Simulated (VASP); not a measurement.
# AlGa₃N₄ (space group P-43m): computed properties

These are r2SCAN meta-GGA, VASP's PBE PAW potentials (set 64) (plane waves; VASP) values and carry that method's errors.

```json
{
 "space_group": "P-43m (215)",
 "cell": "a = b = c = 4.4706 Å, α = β = γ = 90.00°",
 "volume_per_atom": "11.17 Å³/atom",
 "band gap (over mesh and band path)": "2.79 eV",
 "smallest direct gap (over mesh and band path)": "2.79 eV",
 "band_edge_character": "direct, Γ to Γ",
 "density": "5.43 g/cm³"
}
```

```xyz
8
Lattice="4.4706 0.0000 0.0000 0.0000 4.4706 0.0000 0.0000 0.0000 4.4706" Properties=species:S:1:pos:R:3 pbc="T T T"
Al     0.0000     0.0000     0.0000
Ga     2.2353     2.2353     0.0000
Ga     0.0000     2.2353     2.2353
Ga     2.2353     0.0000     2.2353
N      3.3787     3.3787     1.0919
N      3.3787     1.0919     3.3787
N      1.0919     1.0919     1.0919
N      1.0919     3.3787     3.3787
```

The structure comes from a computed database's AlGa3N4 entry (P-43m); how it stands against other phases isn't given here. It was relaxed first. Symmetry was kept, so distortions that lower it aren't found.
